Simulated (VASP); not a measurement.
Set up this calculation in VASP 6.6.1, as the native input.

```yaml
Task: work function
Functional: PBEsol
Potentials_or_basis: VASP PAW PBE potentials, release 64 (Bi_d, Ga_d)
Cutoff: 520 eV
k_mesh: 5 × 5 × 1
Occupations: fermi-dirac, width 0.05 eV
Spin: no spin polarisation
Dipole_correction: yes
Further_INCAR_settings: ALGO = Fast; EDIFF = 1e-07
```

The structure of GaBi lies in POSCAR:

```
GaBi
1.0
    4.5009669468      0.0000000000      0.0000000000
   -2.2504834734      3.8979517175      0.0000000000
    0.0000000000      0.0000000000     23.2688042766
Bi Ga
3 3
Direct
    0.3333333333      0.6666666667      0.3223199573
    0.6666666667      0.3333333333      0.4802577730
    0.0000000000      0.0000000000      0.6381955888
    0.6666666667      0.3333333333      0.3618044112
    0.0000000000      0.0000000000      0.5197422270
    0.3333333333      0.6666666667      0.6776800427
```

These files were run (other wordings do the same):

INCAR

```
SYSTEM = GaBi
PREC = Accurate
ENCUT = 520
EDIFF = 1E-7
ISMEAR = -1
SIGMA = 0.05
LREAL = .FALSE.
LASPH = .TRUE.
NELM = 60
ALGO = Fast
ISIF = 2
LWAVE = .FALSE.
LCHARG = .TRUE.
LDIPOL = .TRUE.
IDIPOL = 3
DIPOL = 0.5 0.5 0.500
GGA = PS
LELF = .TRUE.
LVHAR = .TRUE.
LVACPOTAV = .TRUE.
```

KPOINTS

```
regular mesh
0
G
  5 5 1
  0 0 0
```

Potentials or basis: VASP PAW PBE potentials, release 64 (Bi_d, Ga_d).

Run with:

```sh
$ cat potpaw_PBE.64/Bi_d/POTCAR potpaw_PBE.64/Ga_d/POTCAR > POTCAR
$ mpirun -np 1 vasp_std > vasp.out
```

Results of the run:

The largest force is 0.705 eV/Å, the band gap on the k mesh is none (metal or under the smearing width) and the work function of the upper face is 3.70 eV. The work function of the lower face is 4.74 eV.

Caveat: the PAW data sets were made with another functional, which shifts forces and pressure a little; spin-orbit coupling is left out, which moves the levels of the heavy elements.

It took 6.5 min on 1 thread of AMD EPYC 7R13 Processor (Zen 3) (shared host), peak memory 0.51 GiB.
